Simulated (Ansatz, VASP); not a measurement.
# In2Au: VASP beside Ansatz, part 2 of 2

Wanted: the spread between two codes on one cell, functional and k mesh. The cell is taken from a series of runs on this material, whose earlier steps may have relaxed, scaled, displaced or heated it; both programs get it as it stands.

VASP 6.6.1 and Ansatz 0.2.0.

So far: The structure; Ansatz: relaxation of cell and atoms, PBEsol; VASP: relaxation of cell and atoms, PBEsol; Comparison.

### 5. Ansatz: zone-centre phonons, PBEsol

Level of this step: Ansatz beside VASP: Kohn-Sham DFT, plane waves, PBEsol (Ansatz).

Second derivatives magnify differences that forces hide, and they need a tight electronic threshold.

The cell is taken from a series of runs on this material, whose earlier steps may have relaxed, scaled, displaced or heated it; both programs get it as it stands.

Input file input.yaml:

```yaml
crystal:
  lattice:
    - [0.0, 3.2692238211, 3.2692238211]
    - [3.2692238211, 0.0, 3.2692238211]
    - [3.2692238211, 3.2692238211, 0.0]
  atoms:
    - { symbol: In, position: [0.25, 0.25, 0.25] }
    - { symbol: In, position: [0.75, 0.75, 0.75] }
    - { symbol: Au, position: [0.0, 0.0, 0.0] }
kpoints:
  mp_grid: { grid: [12, 12, 12] }
hamiltonian:
  xc: pbesol
  pseudopotentials: { kind: paw, azcp: { folder: soft_1 }, xc_functional: pbe }
scf:
  occupations: { method: methfessel_paxton, width: 0.2 }
output:
  eigenvalues: true
phonons:
  method: dfpt
```

Command:

```bash
ansatz run input.yaml --threads 4 --pin off --max-ram 10240MiB --backend cpu --events-out ev --progress --plain --runs-dir out
```

Numbers of over 12 decimals in the logs are rounded to 6 here.

The log of the run:

```text
zone centre: on kpoints.mp_grid the ground state, and the responses unless they are solved on pairs of k-points, stand on 163 of the mesh's 1728 k-points, reduced under 8 symmetry operations, with k and −k counted as one. Each operation leaves every solved displacement unchanged or reverses it
[...]
Crystal: 3 atoms, lattice volume = 69.882 Å³
[...]
k mesh reduced under 8 symmetry operations, with k and −k counted as one. Each operation leaves every solved displacement unchanged or reverses it
  ASR residual: 3.514e-5 → 0.000e0 eV/Å²; symmetrization residual: 1.257e-5 eV/Å²
  ASR residual per site (eV/Å²): 8.81e-7 8.81e-7 3.51e-5
  Γ frequencies (cm⁻¹): 0.00 0.00 0.00 115.90 115.90 115.90 120.70 120.70 120.70
  non-analytic LO–TO correction: not included (Born effective charges unavailable; polar crystals: no LO–TO splitting at Γ)
[key lines of the parts left out:]
SCF converged after 12 iterations
Free energy (F): -24060.532754 eV
Fermi energy:    12.585788 eV
```

### 6. VASP: zone-centre phonons, PBEsol

The same cell, functional, mesh and smearing now go to VASP, with its own data sets.

Input file INCAR:

```
SYSTEM = In2Au
PREC = Accurate
ENCUT = 500
EDIFF = 1E-08
NELM = 120
ISMEAR = 1
SIGMA = 0.2
LREAL = .FALSE.
ALGO = Normal
GGA = PS
NBANDS = 24
LASPH = .TRUE.
LORBIT = 11
LWAVE = .FALSE.
LCHARG = .FALSE.
ISIF = 2
IBRION = 8
GGA_COMPAT = .FALSE.
KPAR = 2
```

Input file POSCAR:

```
In2Au
1.0
    0.0000000000      3.2692238211      3.2692238211
    3.2692238211      0.0000000000      3.2692238211
    3.2692238211      3.2692238211      0.0000000000
In Au
2 1
Direct
    0.2500000000      0.2500000000      0.2500000000
    0.7500000000      0.7500000000      0.7500000000
    0.0000000000      0.0000000000      0.0000000000
```

Input file KPOINTS:

```
Automatic mesh
0
Gamma
12 12 12
0 0 0
```

PAW data sets: In_d and Au (PBE family, release 64).

Command:

```bash
mpirun -np 2 vasp_std
```

The log of the run:

```text
[banner, memory and clock lines left out]
running    2 mpi-ranks, on    1 nodes
[...]
[... a notice as in an earlier step ...]

 LDA part: xc-table for (Slater+PW92), standard interpolation
 POSCAR, INCAR and KPOINTS ok, starting setup
[...]
entering main loop
       N       E                     dE             d eps       ncg     rms          rms(c)
DAV:   1     0.329110713477E+03    0.32911E+03   -0.17711E+04  3472   0.196E+03
DAV:   2     0.155198652729E+02   -0.31359E+03   -0.30398E+03  3584   0.459E+02
DAV:   3    -0.106847563674E+02   -0.26205E+02   -0.25887E+02  4328   0.149E+02
DAV:   4    -0.113812695330E+02   -0.69651E+00   -0.69609E+00  3944   0.253E+01
[...]
DAV:  15    -0.106394747980E+02    0.33415E-07   -0.70117E-09  2920   0.783E-04    0.172E-04
DAV:  16    -0.106394748134E+02   -0.15361E-07   -0.22403E-09  2032   0.601E-04    0.712E-05
DAV:  17    -0.106394748110E+02    0.24320E-08   -0.72528E-10  1920   0.384E-04
   1 F= -.10639475E+02 E0= -.10638755E+02  d E =-.216042E-02
[...]
RMM:   9    -0.237179611415E+00    0.93496E-06   -0.10026E-07 25346   0.150E-03    0.278E-04
RMM:  10    -0.237179554108E+00    0.57306E-07    0.48737E-08 26740   0.673E-04    0.295E-04
RMM:  11    -0.237179545041E+00    0.90677E-08    0.98351E-08 25334   0.330E-04    0.444E-04
 first order change of Fermi-energy   0.95759E-05
 force on displaced ion       1 direction 1 :  -4.247  -0.000  -0.000
 Linear response progress:
  Degree of freedom:   2/  2
       N       E                     dE             d eps       ncg     rms          rms(c)
RMM:   1    -0.293908123391E+00   -0.29391E+00   -0.26523E-01 14458   0.265E+00
RMM:   2    -0.291916009899E+00    0.19921E-02   -0.29884E-02 12167   0.971E-01    0.110E-01
RMM:   3    -0.291305835783E+00    0.61017E-03   -0.55855E-03 13710   0.423E-01    0.732E-02
RMM:   4    -0.291458173176E+00   -0.15234E-03   -0.10226E-03 13396   0.149E-01    0.219E-02
[...]
RMM:  16    -0.291389418046E+00   -0.11585E-07   -0.37903E-09 11883   0.128E-05    0.510E-06
RMM:  17    -0.291389443612E+00   -0.25566E-07    0.10665E-09 12020   0.875E-06    0.161E-06
RMM:  18    -0.291389439117E+00    0.44944E-08   -0.77950E-10 10080   0.565E-06    0.152E-06
 first order change of Fermi-energy   0.15910E-03
 force on displaced ion       3 direction 1 :  -5.700   0.000   0.000
 Linear response finished
```

OUTCAR, selected parts (step 6):

```text
  Total       -0.0120559     -0.0120559     -0.0120559      0.0000000     -0.0000000      0.0000000
  in kB       -0.2764062     -0.2764062     -0.2764062      0.0000000     -0.0000000      0.0000000
  external PRESSURE =      -0.2764062 kB  Pullay stress =       0.0000000 kB

 POSITION                                       TOTAL-FORCE (eV/Angst)
 -----------------------------------------------------------------------------------
      1.63461      1.63461      1.63461         0.000000     -0.000000     -0.000000
      4.90384      4.90384      4.90384        -0.000000      0.000000      0.000000
      0.00000      0.00000      0.00000         0.000000      0.000000     -0.000000
 -----------------------------------------------------------------------------------
    total drift:                                0.000000      0.000000      0.000000

[... 1 part as in an earlier step ...]

[... 1 further part left out ...]
```

### 7. Side by side

What differs besides the data sets and the points named for the pairs above, as far as they apply: the data sets hold 45 valence electrons in Ansatz (on its PAW soft_1 files) and 37 in VASP. Total energies have different zeros and are not compared.

Compared:

```tsv
quantity	Ansatz	VASP	difference
optical mode 1 to 3 (cm⁻¹)	115.9	115.8	+0.12 %
optical mode 4 to 6 (cm⁻¹)	120.7	120.8	-0.06 %
```

Modes are paired by rising frequency, not by their patterns, so a pair may set unlike modes beside each other; they are those without the splitting of longitudinal modes.

### 8. Results

```
difference in volume (relaxation of cell and atoms, PBEsol)                                                          : 0.079 %
r.m.s. difference of the optical zone-centre modes, each program's sorted by frequency (zone-centre phonons, PBEsol) : 0.11 cm⁻¹
```

What this shows: The difference in volume is 0.079 % (relaxation of cell and atoms, PBEsol), within the 1.2 % picked in this series as the mark of a large difference, as far as the stopping tolerances let one tell. The data sets hold unlike numbers of valence electrons (45 in Ansatz and 37 in VASP), so part of the differences comes from the potentials. How closely two codes agree says nothing of how well the functional describes the real material.

[Lines on the potential files, build, host, timing and source positions are cut from VASP's logs without a mark.]

[Logs are printed without paths, hosts, clocks, repeated set-up lines and the standing remarks that a program may print on its own settings, such as how far it seeks lower states.]

[Hosts, paths, dates, database ids (printed as entryN), source tags and the programs' standing remarks are cut or masked in the printed files.]
